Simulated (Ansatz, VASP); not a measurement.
# Cross-check of MgB2 between VASP and Ansatz

One calculation is typed for both programs; each brings its own data sets and cutoff. How far apart do they land? The cell is taken from a series of VASP runs on this material, whose earlier steps may have relaxed, scaled or displaced it; both programs get it as it stands.

Main program and level: Ansatz 0.2.0; plane waves, with VASP 6.6.1 beside it; relaxation of cell and atoms at PBEsol with D3(BJ).

**1. Starting point**

It takes space group P6/mmm (No. 191, hexagonal). Conventional cell: a = 3.044 Å, b = 3.044 Å, c = 3.444 Å, α = 90.00°, β = 90.00°, γ = 120.00°. Mg has 12 B at 2.46 Å nearest. Nearest to B lie 3 B at 1.76 Å and 6 Mg at 2.46 Å. Farther neighbours are not listed.

As a file:

```cif
data_structure
_symmetry_space_group_name_H-M 'P6/mmm'
_symmetry_Int_Tables_number 191
_cell_length_a 3.0435
_cell_length_b 3.0435
_cell_length_c 3.4444
_cell_angle_alpha 90.000
_cell_angle_beta 90.000
_cell_angle_gamma 120.000
_cell_volume 27.63
loop_
_atom_site_label
_atom_site_type_symbol
_atom_site_symmetry_multiplicity
_atom_site_Wyckoff_symbol
_atom_site_fract_x
_atom_site_fract_y
_atom_site_fract_z
_atom_site_occupancy
Mg1 Mg 1 a 0.00000 0.00000 0.00000 1
B1 B 2 d 0.66667 0.33333 0.50000 1
```

**2. VASP: relaxation of cell and atoms, PBEsol with D3(BJ)**

The relaxed volume is the usual yardstick between codes: its relative difference is about their pressure difference at one cell divided by the bulk modulus.

Lines of VASP's logs that name or quote its potential files are left out, and so is its time.

Input file INCAR:

```
SYSTEM = MgB2
PREC = Accurate
ENCUT = 450
EDIFF = 1E-06
NELM = 100
ISMEAR = 1
SIGMA = 0.15
LREAL = .FALSE.
ALGO = Normal
GGA = PS
IVDW = 12
NBANDS = 10
LORBIT = 11
LWAVE = .FALSE.
LCHARG = .FALSE.
KPAR = 4
IBRION = 2
NSW = 50
ISIF = 3
EDIFFG = -0.006
```

Input file POSCAR:

```
MgB2
1.0
    3.0435295918      0.0000000000      0.0000000000
   -1.5217647959      2.6357739437      0.0000000000
    0.0000000000      0.0000000000      3.4444046549
Mg B
1 2
Direct
    0.0000000000      0.0000000000      0.0000000000
    0.6666666667      0.3333333333      0.5000000000
    0.3333333333      0.6666666667      0.5000000000
```

Input file KPOINTS:

```
Automatic mesh
0
Gamma
14 14 10
0 0 0
```

PAW data sets: Mg and B (PBE family, release 64).

Launch:

```console
$ mpirun -np 4 vasp_std
```

Numbers of over 12 decimals in the logs are rounded to 6 here.

The log of the run:

```text
[banner, memory and clock lines left out]
running    4 mpi-ranks, on    1 nodes
 distrk:  each k-point on    1 cores,    4 groups
 distr:  one band on    1 cores,    1 groups

 POSCAR found type information on POSCAR MgB
 POSCAR found :  2 types and       3 ions
|                                                                             |
|               ----> ADVICE to this user running VASP <----                  |
|                                                                             |
|     You enforced a specific xc type in the INCAR file but a different       |
|     [... a line on the potential file left out ...]
|     I HOPE YOU KNOW WHAT YOU ARE DOING!                                     |
|                                                                             |

 LDA part: xc-table for (Slater+PW92), standard interpolation
 POSCAR, INCAR and KPOINTS ok, starting setup
 FFT: planning ... GRIDC
 FFT: planning ... GRID_SOFT
 FFT: planning ... GRID
 WAVECAR not read
 entering main loop
       N       E                     dE             d eps       ncg     rms          rms(c)
DAV:   1     0.191023921453E+00    0.19102E+00   -0.35480E+03  3192   0.594E+02
DAV:   2    -0.174554891713E+02   -0.17647E+02   -0.16607E+02  3830   0.100E+02
DAV:   3    -0.178565669195E+02   -0.40108E+00   -0.39912E+00  3718   0.128E+01
DAV:   4    -0.178575344843E+02   -0.96756E-03   -0.96748E-03  3734   0.648E-01
DAV:   5    -0.178575369569E+02   -0.24726E-05   -0.24721E-05  3498   0.317E-02    0.531E+00
DAV:   6    -0.164603249763E+02    0.13972E+01   -0.18549E+00  3146   0.666E+00    0.255E+00
DAV:   7    -0.162145103810E+02    0.24581E+00   -0.10055E+00  3312   0.491E+00    0.772E-01
DAV:   8    -0.162207221440E+02   -0.62118E-02   -0.14380E-01  3094   0.208E+00    0.510E-01
DAV:   9    -0.162061658175E+02    0.14556E-01   -0.30963E-02  3124   0.855E-01    0.859E-02
DAV:  10    -0.162058698487E+02    0.29597E-03   -0.23758E-03  3606   0.275E-01    0.273E-02
DAV:  11    -0.162058556771E+02    0.14172E-04   -0.12202E-04  3262   0.689E-02    0.518E-03
DAV:  12    -0.162058544238E+02    0.12533E-05   -0.10067E-05  3312   0.161E-02    0.258E-03
DAV:  13    -0.162058542120E+02    0.21180E-06   -0.61823E-07  1970   0.461E-03
   1 F= -.16946511E+02 E0= -.16946173E+02  d E =-.169465E+02
 curvature:   0.00 expect dE= 0.000E+00 dE for cont linesearch  0.000E+00
 trial: gam= 0.00000 g(F)=  0.107E-49 g(S)=  0.677E-05 ort = 0.000E+00 (trialstep = 0.100E+01)
 search vector abs. value=  0.677E-05
 reached required accuracy - stopping structural energy minimisation
```

Parts of OUTCAR (step 2):

```text
ion  position               nearest neighbor table
   1  0.000  0.000  0.000-   2 2.46   3 2.46   2 2.46   3 2.46   2 2.46   2 2.46   3 2.46   3 2.46
                             2 2.46   2 2.46   3 2.46   3 2.46
   2  0.667  0.333  0.500-   3 1.76   3 1.76   3 1.76   1 2.46   1 2.46   1 2.46   1 2.46   1 2.46
                             1 2.46
   3  0.333  0.667  0.500-   2 1.76   2 1.76   2 1.76   1 2.46   1 2.46   1 2.46   1 2.46   1 2.46
                             1 2.46

  LATTYP: Found a hexagonal cell.
 ALAT       =     3.0435295918
 C/A-ratio  =     1.1317138707

 Subroutine GETGRP returns: Found 24 space group operations
 (whereof 24 operations were pure point group operations)

The static configuration has the point symmetry D_6h.

 Found    144 irreducible k-points:

   k-points           NKPTS =    144   k-points in BZ     NKDIM =    144   number of bands    NBANDS=     10

   dimension x,y,z NGX =    24 NGY =   24 NGZ =   24
   dimension x,y,z NGXF=    48 NGYF=   48 NGZF=   48

   ENCUT  =  450.0 eV  33.07 Ry    5.75 a.u.   5.26  5.26  5.96*2*pi/ulx,y,z

   NELECT =       8.0000    total number of electrons

 k-points in reciprocal lattice and weights: Automatic mesh
   0.00000000  0.00000000  0.00000000       0.001
   0.07142857  0.00000000  0.00000000       0.003
   0.14285714  0.00000000  0.00000000       0.003
   0.21428571  0.00000000  0.00000000       0.003
   0.28571429  0.00000000  0.00000000       0.003
   0.35714286  0.00000000  0.00000000       0.003
   0.42857143  0.00000000  0.00000000       0.003
   0.50000000  0.00000000  0.00000000       0.002
   0.07142857  0.07142857  0.00000000       0.003
[...]
0.28571429  0.28571429  0.50000000       0.003
   0.35714286  0.28571429  0.50000000       0.003

 average (electrostatic) potential at core
       1 -34.9136       2 -25.8266       3 -25.8266

 E-fermi :   5.5340

 k-point     1 :       0.0000    0.0000    0.0000
  band No.  band energies     occupation
      1      -7.1464      2.00000
      2       2.6048      2.00000
      3       5.9193     -0.00169
      4       5.9193     -0.00169
      5       7.4509     -0.00000
      6      11.9560      0.00000
      7      11.9560      0.00000
    ...

 k-point     2 :       0.0714    0.0000    0.0000
  band No.  band energies     occupation
      1      -7.0556      2.00000
      2       2.6929      2.00000
      3       5.4515      1.79228
      4       5.6963     -0.06335
      5       7.5245     -0.00000
      6      11.9234      0.00000
      7      12.3646      0.00000
      8      14.2402      0.00000
    ...

 k-point     3 :       0.1429    0.0000    0.0000
  band No.  band energies     occupation
      1      -6.7838      2.00000
      2       2.9556      2.00000
      3       4.2976      2.00000
      4       5.1730      2.00348
      5       7.7589     -0.00000
      6      11.6870      0.00000
      7      13.4390      0.00000
      8      14.6221      0.00000
      9      14.7419      0.00000
    ...

 Edisp (eV)   -0.74066

  Total       0.01392     0.01392     0.00581     0.00000    -0.00000     0.00000
  in kB       0.80708     0.80708     0.33670     0.00000    -0.00000     0.00000
  external pressure =        0.65 kB  Pullay stress =        0.00 kB

  energy-cutoff  :      450.00
  volume of cell :       27.63
      direct lattice vectors                 reciprocal lattice vectors
     3.043529592  0.000000000  0.000000000     0.328565887  0.189697603  0.000000000
    -1.521764796  2.635773944  0.000000000     0.000000000  0.379395207  0.000000000
     0.000000000  0.000000000  3.444404655     0.000000000  0.000000000  0.290325934

 POSITION                                       TOTAL-FORCE (eV/Angst)
 -----------------------------------------------------------------------------------
      0.00000      0.00000      0.00000        -0.000000      0.000000      0.000000
      1.52176      0.87859      1.72220        -0.000000      0.000000     -0.000000
     -0.00000      1.75718      1.72220         0.000000     -0.000000      0.000000
 -----------------------------------------------------------------------------------
    total drift:                                0.000000     -0.000000      0.000000

  FREE ENERGIE OF THE ION-ELECTRON SYSTEM (eV)
  ---------------------------------------------------
  free  energy   TOTEN  =       -16.9465110832 eV

  energy  without entropy=      -16.9454967402  energy(sigma->0) =      -16.94617297

 reached required accuracy - stopping structural energy minimisation

 total charge
# of ion       s       p       d       tot
------------------------------------------
    1        0.165   0.192   0.064   0.422
    2        0.693   1.265   0.000   1.957
    3        0.693   1.265   0.000   1.957
--------------------------------------------------
tot          1.551   2.721   0.064   4.336

[... 3 further parts left out ...]
```

Dispersion corrections of this kind ignore metallic screening and tend to overbind metals.

**3. Ansatz: relaxation of cell and atoms, PBEsol with D3(BJ)**

Ansatz runs on its default PAW (the set named soft_2) files.

The same cell, functional, mesh and smearing now go to Ansatz, which takes its cutoff from its data sets.

Input file input.yaml:

```yaml
crystal:
  lattice:
    - [3.0435295918, 0.0, 0.0]
    - [-1.5217647959, 2.6357739437, 0.0]
    - [0.0, 0.0, 3.4444046549]
  atoms:
    - { symbol: Mg, position: [0.0, 0.0, 0.0] }
    - { symbol: B, position: [0.6666666667, 0.3333333333, 0.5] }
    - { symbol: B, position: [0.3333333333, 0.6666666667, 0.5] }
hamiltonian:
  xc: pbesol
  pseudopotentials: { kind: paw }
  dispersion: d3bj
kpoints:
  mp_grid: { grid: [14, 14, 10] }
scf:
  occupations: { method: methfessel_paxton, width: 0.15 }
relax:
  f_tol: 0.01
  max_steps: 60
  cell: { stress_tol: 0.05 }
output:
  forces: true
  stress: true
```

Launch:

```console
$ ansatz run input.yaml --threads 4 --pin off --max-ram 9216MiB --backend cpu --events-out ev --progress --plain --runs-dir out
```

The log of the run:

```text
Engine: ansatz 0.2.0, aarch64-unknown-linux-gnu
Pseudopotentials: kind: paw
Pseudopotential: Mg, paw, valence charge 10, recommended cutoff 420 eV (normal), Mg.paw.azcp
Pseudopotential: B, paw, valence charge 3, recommended cutoff 420 eV (normal), B.paw.azcp
Functional definition: PBEsol
  exchange = pbesol_x
  correlation = pbesol_c
Crystal: 3 atoms, lattice volume = 27.631 Å³
Basis set: ecut = 420 eV, 539 PW (Γ), exchange–correlation on 48×48×48 points (8 copies of the dense FFT grid, shifted against one another)
Bands: 12, of which v1, the nominal top of the filled ones, is band 8 counted from 1 (7 counted from 0)
Symmetry: 24 space group operations
Space group: P6/mmm (ITA 191), of the structure as read, at distance tolerance 3.0e-5 Å
k-points: 144 of 1960
Non-local potential: Mg, projectors of the file, l = 0: 3, l = 1: 2, l = 2: 1
Non-local potential: B, projectors of the file, l = 0: 2, l = 1: 2, l = 2: 1
PAW form: soft (Blöchl's): semilocal exchange-correlation on the pseudo side does not see the compensation charge
PAW frozen core: Mg, regenerated for the run's functional, and the local potential with it (the file was generated under x = pbe(κ = 0.804, μ = 0.219515), c = pbe(β = 0.066725))
PAW frozen core: B, regenerated for the run's functional, and the local potential with it (the file was generated under x = pbe(κ = 0.804, μ = 0.219515), c = pbe(β = 0.066725))
PAW one-centre angular grid: Mg, 110 points (default); XC on 64 Gauss nodes
PAW one-centre angular grid: B, 110 points (default); XC on 64 Gauss nodes
Initial density: superposition of atomic densities (neutral atoms: chi_scale 0, normalization atom), corrected by the library's trained network
Initial wavefunctions: pseudopotential atomic-orbital guess
Functional: x = pbesol(κ = 0.804, μ = 0.123457), c = pbesol(β = 0.046)
SCF iter   1: F=—  HF=-2218.519186 eV  |F-HF|=—  |Δ(HF+E_count)|=         —  Δρ=4.41e-3  dr2=7.15e-3  ethr=1.77e-3  ⟨swp⟩=5.0  Hψ=9129  notcnv=0
preconditioner: auto → none  [metal: Δε(μ)=0.013 eV  Ē_g=11.487 eV  σ=0.150 eV  W_gap=0.08  n_scr=8 (ndim 8)  ℏωp=20.0 eV  f_vac=0.000  D(μ)=0.88/eV (n_scr^D=8)  sad-step TF]
SCF iter   2: F=—  HF=-2218.517965 eV  |F-HF|=—  |Δ(HF+E_count)|=   1.22e-3  S|Δr|=    0.00e0  Δρ=2.47e-3  dr2=2.45e-3  ethr=4.47e-5  ⟨swp⟩=1.6  Hψ=3060  notcnv=0
SCF iter   3: F=—  HF=-2218.517224 eV  |F-HF|=—  |Δ(HF+E_count)|=   7.41e-4  S|Δr|=    0.00e0  Δρ=3.62e-4  dr2=3.89e-5  ethr=1.53e-5  ⟨swp⟩=2.2  Hψ=2274  notcnv=0
SCF iter   4: F=—  HF=-2218.517218 eV  |F-HF|=—  |Δ(HF+E_count)|=   6.19e-6  S|Δr|=    0.00e0  Δρ=7.52e-5  dr2=3.04e-6  ethr=2.43e-7  ⟨swp⟩=2.2  Hψ=2390  notcnv=0
SCF iter   5: F=—  HF=-2218.517217 eV  |F-HF|=—  |Δ(HF+E_count)|=   8.10e-7  S|Δr|=    0.00e0  Δρ=1.64e-5  dr2=1.03e-7  ethr=1.90e-8  ⟨swp⟩=2.0  Hψ=2046  notcnv=0
SCF iter   6: F=-2218.517217 eV  HF=-2218.517217 eV  |F-HF|=3.77e-10  |Δ(HF+E_count)|=   3.07e-8  S|Δr|=    0.00e0  Δρ=1.49e-6  dr2=7.44e-10  ethr=6.25e-10  ⟨swp⟩=4.0  Hψ=5152  notcnv=0
SCF 1 converged in 6 iterations: F = -2218.517217 eV  dr2 = 7.44e-10
  greatest PAW one-centre occupation: 1.000 electrons in one spin orbital (limit 2), on the Mg atom at site 0 (counted from 0), in its partial waves of l = 0
relax step   1: F+E_penalty+E_count = -2218.51721725 eV  Δ(F+E_penalty+E_count) = +0.000e0 eV  max|allowed force component| = 2.313e-16 eV/Å  Δτ_max = 0.0000 Å  P = -0.039 GPa  Ω = 27.631 Å³  (6 SCF iters, dr2 threshold 1.00e-7 eV, accepted)
[...]
relax step   2: F+E_penalty+E_count = -2218.51723161 eV  Δ(F+E_penalty+E_count) = -1.435e-5 eV  max|allowed force component| = 4.318e-17 eV/Å  Δτ_max = 0.0000 Å  P = -0.012 GPa  Ω = 27.633 Å³  energy of the carried Pulay correction = +9.481e-7 eV  (2 SCF iters, dr2 threshold 5.40e-8 eV, accepted)
[...]
relax step   3: F+E_penalty+E_count = -2218.51722665 eV  Δ(F+E_penalty+E_count) = +4.958e-6 eV  max|allowed force component| = 2.467e-17 eV/Å  Δτ_max = 0.0000 Å  P = -0.013 GPa  Ω = 27.633 Å³  stress off target by 1.42e-2 GPa  SCF on the basis re-selected at this cell (its energy is not comparable with the rows above)  (4 SCF iters)
basis re-selected at this cell: Δ(F+E_penalty+E_count) = +4.958e-6 eV, ΔP = -0.001 GPa vs the last step (what re-selecting the basis moved, of the pressure what is left beyond the Pulay correction that the steps carried, after the strain that the cell walked since its last selection, with what the two solves' SCF thresholds leave and, on support functions, any second-order correction that the steps lacked; it is no m [...]
SCF converged after 4 iterations
Stability not checked: this state was not tested for a lower state beside it, because cold or Methfessel-Paxton smearing, or corrected tetrahedra, fill the levels in a way that the test cannot read (fill_not_monotonic; see scf.lower_state_search)
Free energy (F): -2218.517227 eV
Harris-Foulkes:  -2218.517227 eV  (|F-HF|=2.73e-12)
Internal energy: -2218.516268 eV  (E = F + TS)
E sigma→0 (E₀):  -2218.516987 eV
Entropy (-TS):   -0.000959 eV (-0.320 meV/atom)
Fermi energy:    9.700114 eV
--- Per-component energies (eV) ---
  E_band       = -283.309527
  E_kinetic    = 176.005279
  E_local      = -1498.739137  (includes V_loc(G=0)·N_el)
  E_nonlocal   = 118.898973
  E_hartree    = 533.384326
  E_xc         = -94.430729
  E_vxc        = -115.766703  (∫ρ·V_xc dr)
  E_paw        = -431.344199  (= ΣΔE_a)
  E_vpaw       = -30.476660  (= ΣTr[D̂ρ^β])
  E_aug_tail   = -0.000005  (compensation charges beyond the density's cutoff)
  E_ewald      = -1021.638266
  E_disp       = -0.740795  (pairwise vdW)
  E_core_change = 0.088284  (= ΣΔE_core)
  E_smearing   = -0.000959  (= −TS)
  E_closure    = -0.000000  (closes the sum)
  Σ components = -2218.517227   (vs F -2218.517227, Δ=0.00e0)
--- Forces (eV/Å), atoms counted from 1 ---
  atom   1  Mg    -0.00000000    -0.00000000     0.00000000
  atom   2  B      0.00000000    -0.00000000     0.00000000
  atom   3  B      0.00000000     0.00000000     0.00000000
  max |Σ_I F_I| component: 9.25e-18 eV/Å
--- Stress (GPa, compression-positive) ---
       -0.011947      -0.000000      -0.000000
       -0.000000      -0.011947       0.000000
       -0.000000       0.000000      -0.014162
  P = ⅓ Tr σ = -0.0127 GPa (-0.127 kbar)
--- Relaxed structure (2 steps of the walk, 2 accepted, 1 SCFs on fresh bases) ---
  F+E_penalty+E_count = -2218.51722665 eV   max|allowed force component| = 2.467e-17 eV/Å   (the final SCF, on the basis selected at the relaxed cell)
  cell:  # Å, volume = 27.6333 Å³
    - [3.042725, 0, 0]
    - [-1.521362, 2.635077, 0]
    - [0, 0, 3.446494]
  atoms:
    - { symbol: Mg, position: [0, 0, 0] }
    - { symbol: B, position: [0.666667, 0.333333, 0.500000] }
    - { symbol: B, position: [0.333333, 0.666667, 0.500000] }
```

Wall time 2 s (4 threads of Arm Neoverse V1, shared host); peak memory 0.39 GiB; 6.9 s of CPU time.

**4. Comparison**

Known differences besides the potentials themselves: both relaxations stop at a tolerance, which leaves soft axes loose, and VASP keeps its plane-wave basis; the data sets hold 16 valence electrons in Ansatz (default PAW (the set named soft_2) files) and 8 in VASP; the cutoff is 420 eV in Ansatz and 450 eV in VASP; Ansatz makes its cores anew for this functional, VASP keeps those of its PBE data sets; VASP leaves aspherical gradient terms in its spheres out (LASPH is not set), Ansatz keeps them; Ansatz adds a Pulay correction to the stress that steers its cell, VASP none. Total energies have different zeros and are not compared.

Both answers:

| quantity | Ansatz | VASP | difference |
| --- | --- | --- | --- |
| volume (Å³) | 27.63 | 27.63 | +0.01 % |
| edge a after relaxation, in the typed setting (Å) | 3.043 | 3.043 | -0.03 % |
| edge c after relaxation, in the typed setting (Å) | 3.446 | 3.444 | +0.06 % |

The walks stopped with -0.01 GPa left in Ansatz and 0.07 GPa in VASP; each walk ends within a tolerance, so the volume difference is uncertain by about these residues over the bulk modulus, most in soft cells.

**5. Results**

```
difference in edge c after relaxation, in the typed setting (relaxation of cell and atoms, PBEsol with D3(BJ)) : 0.061 %
```

What this shows: The difference in edge c after relaxation, in the typed setting is 0.061 % (relaxation of cell and atoms, PBEsol with D3(BJ)), within the 1.2 % picked in this series as the mark of a large difference, as far as the stopping tolerances let one tell. Such differences can come from data sets, numerical settings and the points named under the comparisons, not from the functional's error against experiment.

[Lines on the potential files, build, host, timing and source positions are cut from VASP's logs without a mark.]

[Logs are printed without paths, hosts, clocks, repeated set-up lines and the standing remarks that a program may print on its own settings, such as how far it seeks lower states.]

[Hosts, paths, dates, database ids (printed as entryN), source tags and the programs' standing remarks are cut or masked in the printed files.]
